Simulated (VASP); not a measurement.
# A point defect in BaTi2P2Se, part 2 of 2

Wanted: what a point defect costs in BaTi2P2Se and how the lattice relaxes round it. The cell takes the structure of BaTi2As2O from the Materials Project database, with elements swapped. The cell is invented: it takes the structure of a Materials Project entry for BaTi2As2O (space group 123 there), with some of its atoms replaced by other elements, volume scaled by an estimate. It may not be a known or stable phase.

VASP 6.6.1, plane waves and PAW; the level of theory is named at each step.

So far. Step 2 (Relaxing the host crystal): The run ended after 11 ionic steps, 2.088 eV below its first step, once forces and stress met EDIFFG = -0.02.

## Step 3: The perfect supercell

Level of this step: r2SCAN, no spin polarisation; plane waves and PAW (Ba_sv, Se, Ti, P); invented cell (VASP).

System of this step: BaTi2P2Se. The structure is tetragonal, space group P4/mmm (No. 123). The conventional cell has a = 4.666 Å, b = 4.666 Å, c = 6.435 Å, α = 90.00°, β = 90.00°, γ = 90.00°. Nearest to Ba lie 2 Se at 3.22 Å and 8 P at 3.74 Å. Se has 4 Ti at 2.33 Å and 2 Ba at 3.22 Å nearest. Nearest to Ti lie 2 Se at 2.33 Å and 4 P at 2.75 Å. Nearest to P lie 4 Ti at 2.75 Å and 2 P at 2.92 to 3.51 Å and 4 Se at 3.61 Å and 4 Ba at 3.74 Å. it takes the structure of a Materials Project entry for BaTi2As2O (space group 123 there), with some of its atoms replaced by other elements, volume scaled by an estimate. Farther neighbours and most contacts between anions are not listed.

The same cell, mesh and cutoff without the defect give the energy to subtract and, in a gapped host, the band edges to count from, so that most errors cancel.

INCAR

```
SYSTEM = BaTi2P2Se
PREC = Normal
ENCUT = 300
EDIFF = 1E-05
NELM = 120
ISMEAR = 1
SIGMA = 0.2
LREAL = Auto
ALGO = Normal
METAGGA = R2SCAN
LASPH = .TRUE.
NBANDS = 92
LORBIT = 11
LWAVE = .FALSE.
LCHARG = .FALSE.
KPAR = 4
```

POSCAR

```
BaTi2P2Se
1.0
   -4.6664984560      4.6664984560      6.4348665880
    4.6664984560     -4.6664984560      6.4348665880
    4.6664984560      4.6664984560     -6.4348665880
Ba Se Ti P
4 4 8 8
Direct
    0.5000000000      0.5000000000      0.5000000000
    0.0000000000      0.0000000000      0.5000000000
    0.0000000000      0.5000000000      0.0000000000
    0.5000000000      0.0000000000      0.0000000000
    0.2500000000      0.2500000000      0.5000000000
    0.7500000000      0.7500000000      0.5000000000
    0.7500000000      0.2500000000      0.0000000000
    0.2500000000      0.7500000000      0.0000000000
    0.2500000000      0.0000000000      0.2500000000
    0.7500000000      0.5000000000      0.2500000000
    0.7500000000      0.0000000000      0.7500000000
    0.2500000000      0.5000000000      0.7500000000
    0.0000000000      0.2500000000      0.2500000000
    0.5000000000      0.7500000000      0.2500000000
    0.5000000000      0.2500000000      0.7500000000
    0.0000000000      0.7500000000      0.7500000000
    0.1134768551      0.1134768552      0.0000000000
    0.6134768551      0.6134768552      0.0000000000
    0.6134768551      0.1134768551      0.5000000000
    0.1134768552      0.6134768551      0.5000000000
    0.3865231448      0.3865231448      0.0000000000
    0.8865231448      0.8865231448      0.0000000000
    0.8865231448      0.3865231449      0.5000000000
    0.3865231448      0.8865231448      0.5000000000
```

KPOINTS

```
Automatic mesh
0
Gamma
5 5 5
0 0 0
```

The projector-augmented-wave data sets are Ba_sv, Se, Ti and P (PBE family, release 64).

On the command line:

```console
$ mpirun -np 4 vasp_std
```

The program printed:

```text
[banner, memory and clock lines left out]
running    4 mpi-ranks, on    1 nodes
 distrk:  each k-point on    1 cores,    4 groups
 distr:  one band on    1 cores,    1 groups

 POSCAR found type information on POSCAR BaSeTiP
 POSCAR found :  4 types and      24 ions
 [... a notice as in an earlier step ...]

 LDA part: xc-table for (None), standard interpolation
 POSCAR, INCAR and KPOINTS ok, starting setup
 FFT: planning ... GRIDC
 FFT: planning ... GRID_SOFT
 FFT: planning ... GRID
 WAVECAR not read
 entering main loop
       N       E                     dE             d eps       ncg     rms          rms(c)
DAV:   1     0.748142352395E+03    0.74814E+03   -0.36636E+04  3312   0.864E+02
DAV:   2    -0.219366554922E+03   -0.96751E+03   -0.93308E+03  3724   0.253E+02
DAV:   3    -0.388586574996E+03   -0.16922E+03   -0.16454E+03  4932   0.109E+02
DAV:   4    -0.397445305736E+03   -0.88587E+01   -0.86687E+01  4240   0.258E+01
DAV:   5    -0.397895136870E+03   -0.44983E+00   -0.44785E+00  5464   0.516E+00    0.436E+01
DAV:   6    -0.366467929724E+03    0.31427E+02   -0.29463E+02  4516   0.389E+01    0.236E+01
DAV:   7    -0.358216369472E+03    0.82516E+01   -0.13757E+02  4560   0.390E+01    0.199E+01
DAV:   8    -0.356257642168E+03    0.19587E+01   -0.17616E+01  4244   0.123E+01    0.282E+00
DAV:   9    -0.356290045676E+03   -0.32404E-01   -0.84188E-01  4392   0.232E+00    0.178E+00
DAV:  10    -0.356293596370E+03   -0.35507E-02   -0.13145E-01  4552   0.779E-01    0.877E-01
DAV:  11    -0.356296169191E+03   -0.25728E-02   -0.18957E-02  4464   0.400E-01    0.396E-01
DAV:  12    -0.356298102641E+03   -0.19334E-02   -0.41415E-03  4048   0.209E-01    0.104E-01
DAV:  13    -0.356298219222E+03   -0.11658E-03   -0.50005E-04  4520   0.665E-02    0.546E-02
DAV:  14    -0.356298371035E+03   -0.15181E-03   -0.17223E-04  3968   0.372E-02    0.245E-02
DAV:  15    -0.356298393816E+03   -0.22781E-04   -0.36366E-05  3352   0.157E-02    0.109E-02
DAV:  16    -0.356298397580E+03   -0.37635E-05   -0.69937E-06  2136   0.858E-03
   1 F= -.35629840E+03 E0= -.35628427E+03  d E =-.423808E-01
```

The job ended after 2.1 min (4 MPI ranks of Intel Xeon 6975P-C (Granite Rapids), shared host; peak memory 1.7 GiB).

OUTCAR, selected parts (step 3):

```text
  LATTYP: Found a body centered tetragonal cell.
 ALAT       =     9.3329969120
 C/A-ratio  =     1.3789496876

The static configuration has the point symmetry D_4h.

 Found     18 irreducible k-points:

   k-points           NKPTS =     18   k-points in BZ     NKDIM =     18   number of bands    NBANDS=     92

   dimension x,y,z NGX =    40 NGY =   40 NGZ =   40
   dimension x,y,z NGXF=    80 NGYF=   80 NGZF=   80

   ENCUT  =  300.0 eV  22.05 Ry    4.70 a.u.  13.02 13.02 13.02*2*pi/ulx,y,z

   NELECT =     136.0000    total number of electrons

 E-fermi :   4.4779

 k-point     1 :       0.0000    0.0000    0.0000
  band No.  band energies     occupation
    ...
     65       4.0592      2.01167
     66       4.0592      2.01167
     67       4.3391      1.91564
     68       4.3602      1.82969
     69       4.3602      1.82969
     70       4.5936      0.18001
     71       4.6491     -0.00609
     72       4.6491     -0.00610
     73       4.7238     -0.07091
     74       4.7238     -0.07091
    ...

 k-point     2 :       0.2000    0.0000    0.0000
  band No.  band energies     occupation
    ...
     65       4.1998      2.06423
     66       4.2631      2.06238
     67       4.3314      1.94131
     68       4.3477      1.88318
     69       4.4746      1.02783
     70       4.5660      0.32876
     71       4.5825      0.23503
     72       4.6519     -0.01171
     73       4.7024     -0.06721
     74       4.7139     -0.07026
    ...

  Total        1.0959578      1.0959578     -3.0403405      0.0000000      0.0000000      0.0000000
  in kB        3.1327276      3.1327276     -8.6906252      0.0000000      0.0000000      0.0000000
  external PRESSURE =      -0.8083900 kB  Pullay stress =       0.0000000 kB

  energy-cutoff  :      300.00
  volume of cell :      560.51
      direct lattice vectors                 reciprocal lattice vectors
    -4.666498456  4.666498456  6.434866588     0.000000000  0.107146719  0.077701689
     4.666498456 -4.666498456  6.434866588     0.107146719  0.000000000  0.077701689
     4.666498456  4.666498456 -6.434866588     0.107146719  0.107146719  0.000000000

 POSITION                                       TOTAL-FORCE (eV/Angst)
 -----------------------------------------------------------------------------------
      2.33325      2.33325      3.21743        -0.000000     -0.000000      0.000000
      2.33325      2.33325     -3.21743        -0.000000     -0.000000      0.000000
      2.33325     -2.33325      3.21743        -0.000000     -0.000000      0.000000
     -2.33325      2.33325      3.21743        -0.000000     -0.000000      0.000000
      2.33325      2.33325      0.00000        -0.000000     -0.000000      0.000000
      2.33325      2.33325      6.43487        -0.000000     -0.000000      0.000000
     -2.33325      2.33325      6.43487        -0.000000     -0.000000      0.000000
      2.33325     -2.33325      6.43487        -0.000000     -0.000000      0.000000
      0.00000      2.33325      0.00000        -0.000000     -0.000000      0.000000
     -0.00000      2.33325      6.43487        -0.000000     -0.000000      0.000000
      0.00000      6.99975      0.00000        -0.000000     -0.000000      0.000000
      4.66650      2.33325      0.00000        -0.000000     -0.000000      0.000000
      2.33325      0.00000      0.00000        -0.000000     -0.000000      0.000000
      2.33325     -0.00000      6.43487        -0.000000     -0.000000      0.000000
      2.33325      4.66650      0.00000        -0.000000     -0.000000      0.000000
      6.99975      0.00000      0.00000        -0.000000     -0.000000      0.000000
      0.00000     -0.00000      1.46042         0.000000      0.000000     -0.082436
      0.00000     -0.00000      7.89528         0.000000      0.000000     -0.082436
     -0.00000      4.66650      1.46042         0.000000      0.000000     -0.082436
      4.66650      0.00000      1.46042         0.000000      0.000000     -0.082436
      0.00000      0.00000      4.97445        -0.000000     -0.000000      0.082436
      0.00000      0.00000     11.40932         0.000000      0.000000      0.082436
      0.00000      4.66650      4.97445         0.000000      0.000000      0.082436
      4.66650      0.00000      4.97445        -0.000000     -0.000000      0.082436
 -----------------------------------------------------------------------------------
    total drift:                               -0.000000      0.000000      0.000001

  FREE ENERGIE OF THE ION-ELECTRON SYSTEM (eV)
  ---------------------------------------------------
  free  energy   TOTEN  =      -356.2983975796 eV

  energy  without entropy=     -356.2560167735  energy(sigma->0) =     -356.28427064

 total charge
# of ion       s       p       d       tot
------------------------------------------
    1        2.010   5.613   0.256   7.879
    2        2.010   5.613   0.256   7.879
    3        2.010   5.613   0.256   7.879
    4        2.010   5.613   0.256   7.879
    5        1.452   2.672   0.094   4.218
    6        1.452   2.672   0.094   4.218
    7        1.452   2.672   0.094   4.218
    8        1.452   2.672   0.094   4.218
    9        0.384   0.594   2.548   3.526
   10        0.384   0.594   2.548   3.526
   11        0.384   0.594   2.548   3.526
   12        0.384   0.594   2.548   3.526
   13        0.384   0.594   2.548   3.526
   14        0.384   0.594   2.548   3.526
   15        0.384   0.594   2.548   3.526
   16        0.384   0.594   2.548   3.526
   17        1.041   1.390   0.000   2.431
   18        1.041   1.390   0.000   2.431
   19        1.041   1.390   0.000   2.431
   20        1.041   1.390   0.000   2.431
   21        1.041   1.390   0.000   2.431
   22        1.041   1.390   0.000   2.431
   23        1.041   1.390   0.000   2.431
   24        1.041   1.390   0.000   2.431
--------------------------------------------------
tot         25.253  49.012  21.778  96.043

[... 1 part as in an earlier step ...]

[... 7 further parts left out ...]
```

Numbers from this step:

- electronic cycles: 16
- electrons: 136
- free energy (TOTEN): -356.2984 eV
- energy at zero smearing: -356.2843 eV
- Fermi energy: 4.478 eV

Force by atom:

```tsv
atom	x (eV/Å)	y (eV/Å)	z (eV/Å)	size
Ba1	0.0000	0.0000	0.0000	0.0000
Ba2	0.0000	0.0000	0.0000	0.0000
Ba3	0.0000	0.0000	0.0000	0.0000
Ba4	0.0000	0.0000	0.0000	0.0000
Se5	0.0000	0.0000	0.0000	0.0000
Se6	0.0000	0.0000	0.0000	0.0000
Se7	0.0000	0.0000	0.0000	0.0000
Se8	0.0000	0.0000	0.0000	0.0000
Ti9	0.0000	0.0000	0.0000	0.0000
Ti10	0.0000	0.0000	0.0000	0.0000
Ti11	0.0000	0.0000	0.0000	0.0000
Ti12	0.0000	0.0000	0.0000	0.0000
Ti13	0.0000	0.0000	0.0000	0.0000
Ti14	0.0000	0.0000	0.0000	0.0000
Ti15	0.0000	0.0000	0.0000	0.0000
Ti16	0.0000	0.0000	0.0000	0.0000
P17	0.0000	0.0000	-0.0824	0.0824
P18	0.0000	0.0000	-0.0824	0.0824
P19	0.0000	0.0000	-0.0824	0.0824
P20	0.0000	0.0000	-0.0824	0.0824
P21	0.0000	0.0000	0.0824	0.0824
P22	0.0000	0.0000	0.0824	0.0824
P23	0.0000	0.0000	0.0824	0.0824
P24	0.0000	0.0000	0.0824	0.0824
```

The host is treated as a metal, as its relaxation found a gap under 0.3 eV or none, and only the neutral defect is run.

## Step 4: The defect cell

This step: r2SCAN, no spin polarisation; plane waves and PAW (Ba_sv, Se, Ti, P, H) (VASP 6.6.1).

System of this step: Ba4Ti8P8HSe4. The cell holds 25 atoms: 4 Ba, 4 Se, 8 Ti, 8 P and 1 H. Its edges and angles: a = 9.217 Å, b = 9.217 Å, c = 9.217 Å, α = 119.2°, β = 119.2°, γ = 91.4°. It derives from BaTi2P2Se. It takes the structure of a Materials Project entry for BaTi2As2O (space group 123 there), with some of its atoms replaced by other elements, volume scaled by an estimate. Nearest the centre at fractional (0.562, 0.312, 0.250): H25 at 0.00 Å, Ti10 at 2.41 Å, Ba4 at 2.47 Å, Ba1 at 2.47 Å, P23 at 2.52 Å, P21 at 2.52 Å, Se7 at 3.36 Å, Se6 at 3.36 Å.

The host is treated as a metal, since its gap is under 0.3 eV or closed. The run keeps 4 symmetry operations, which cuts the number of k-points but bars distortions that break them. The atoms relax at the host's fixed cell.

INCAR

```
SYSTEM = Ba4Ti8P8HSe4
PREC = Normal
ENCUT = 300
EDIFF = 1E-05
NELM = 120
ISMEAR = 1
SIGMA = 0.2
LREAL = Auto
ALGO = Normal
METAGGA = R2SCAN
LASPH = .TRUE.
LORBIT = 11
LWAVE = .FALSE.
LCHARG = .TRUE.
NCORE = 4
IBRION = 2
NSW = 50
ISIF = 2
EDIFFG = -0.03
POTIM = 0.4
MAXMIX = 40
ISYM = 2
```

Edit POSCAR of step 3 so:

```diff
@@ -1,2 +1,2 @@
-BaTi2P2Se
+Ba4Ti8P8HSe4
 1.0
@@ -5,4 +5,4 @@
     4.6664984560      4.6664984560     -6.4348665880
-Ba Se Ti P
-4 4 8 8
+Ba Se Ti P H
+4 4 8 8 1
 Direct
@@ -24,9 +24,10 @@
     0.0000000000      0.7500000000      0.7500000000
-    0.1134768551      0.1134768552      0.0000000000
-    0.6134768551      0.6134768552      0.0000000000
-    0.6134768551      0.1134768551      0.5000000000
-    0.1134768552      0.6134768551      0.5000000000
-    0.3865231448      0.3865231448      0.0000000000
-    0.8865231448      0.8865231448      0.0000000000
-    0.8865231448      0.3865231449      0.5000000000
-    0.3865231448      0.8865231448      0.5000000000
+    0.1134768600      0.1134768600      0.0000000000
+    0.6134768600      0.6134768600      0.0000000000
+    0.6134768600      0.1134768600      0.5000000000
+    0.1134768600      0.6134768600      0.5000000000
+    0.3865231400      0.3865231400      0.0000000000
+    0.8865231400      0.8865231400      0.0000000000
+    0.8865231400      0.3865231400      0.5000000000
+    0.3865231400      0.8865231400      0.5000000000
+    0.5625000000      0.3125000000      0.2500000000
```

KPOINTS is that of step 3.

The projector-augmented-wave data sets are Ba_sv, Se, Ti, P and H (PBE family, release 64).

On the command line:

```console
$ mpirun -np 4 vasp_std
```

The program printed:

```text
[banner, memory and clock lines left out]
running    4 mpi-ranks, on    1 nodes
[...]
[... a notice as in an earlier step ...]

 LDA part: xc-table for (None), standard interpolation
 POSCAR, INCAR and KPOINTS ok, starting setup
[...]
entering main loop
       N       E                     dE             d eps       ncg     rms          rms(c)
DAV:   1     0.802094584462E+03    0.80209E+03   -0.37279E+04  4428   0.973E+02
DAV:   2    -0.201956479922E+03   -0.10041E+04   -0.98451E+03  5428   0.284E+02
DAV:   3    -0.389926145323E+03   -0.18797E+03   -0.18438E+03  6488   0.124E+02
DAV:   4    -0.401559269558E+03   -0.11633E+02   -0.11253E+02  5672   0.311E+01
[...]
DAV:  20    -0.359204612571E+03    0.23600E-04   -0.80079E-04  5632   0.666E-02    0.516E-02
DAV:  21    -0.359204600251E+03    0.12320E-04   -0.10257E-04  4688   0.255E-02    0.189E-02
DAV:  22    -0.359204607772E+03   -0.75212E-05   -0.25840E-05  3840   0.133E-02
   1 F= -.35920461E+03 E0= -.35919227E+03  d E =-.359205E+03
[... from here on, the cycles between the ionic steps are left out ...]
   2 F= -.35938980E+03 E0= -.35937764E+03  d E =-.185188E+00
   3 F= -.35995991E+03 E0= -.35994642E+03  d E =-.755307E+00
   5 F= -.36020784E+03 E0= -.36019325E+03  d E =-.100323E+01
   7 F= -.36029661E+03 E0= -.36028149E+03  d E =-.109200E+01
   9 F= -.36037059E+03 E0= -.36035605E+03  d E =-.713824E-01
  11 F= -.36044448E+03 E0= -.36043164E+03  d E =-.738099E-01
  13 F= -.36072376E+03 E0= -.36072405E+03  d E =-.353088E+00
  15 F= -.36080161E+03 E0= -.36080272E+03  d E =-.430934E+00
  17 F= -.36094472E+03 E0= -.36094414E+03  d E =-.143111E+00
  19 F= -.36095929E+03 E0= -.36095779E+03  d E =-.157685E+00
  21 F= -.36141166E+03 E0= -.36140776E+03  d E =-.452371E+00
  23 F= -.36170174E+03 E0= -.36169391E+03  d E =-.742452E+00
  25 F= -.36196021E+03 E0= -.36195645E+03  d E =-.258463E+00
  27 F= -.36230495E+03 E0= -.36230301E+03  d E =-.344741E+00
  29 F= -.36257372E+03 E0= -.36256461E+03  d E =-.268769E+00
  31 F= -.36274680E+03 E0= -.36274268E+03  d E =-.173079E+00
  32 F= -.36286572E+03 E0= -.36286134E+03  d E =-.118925E+00
[...]
soft stop encountered!  aborting job ...
  33 F= -.36294531E+03 E0= -.36294091E+03  d E =-.198517E+00
[...]
deleting file STOPCAR
```

Elapsed: 50 min, on 4 MPI ranks; peak memory 0.97 GiB.

The run was stopped at its time limit, so it gives no result of its own.

## Step 5: Summary of results

| Quantity | Value |
| --- | --- |
| result | none |

What this shows: The session ends without its result: «relax the defect» met its time limit.

[Lines on the potential files, build, host, timing and source positions are cut from VASP's logs without a mark.]

[Logs are printed without paths, hosts, clocks, repeated set-up lines and the standing remarks that a program may print on its own settings, such as how far it seeks lower states.]

[Hosts, paths, dates, database ids (printed as entryN), source tags and the programs' standing remarks are cut or masked in the printed files.]

[In band tables of VASP the shares of atoms and orbitals are scaled to a sum of 1 inside the atoms' spheres.]

[Runs that stopped without an error message from VASP are left out.]
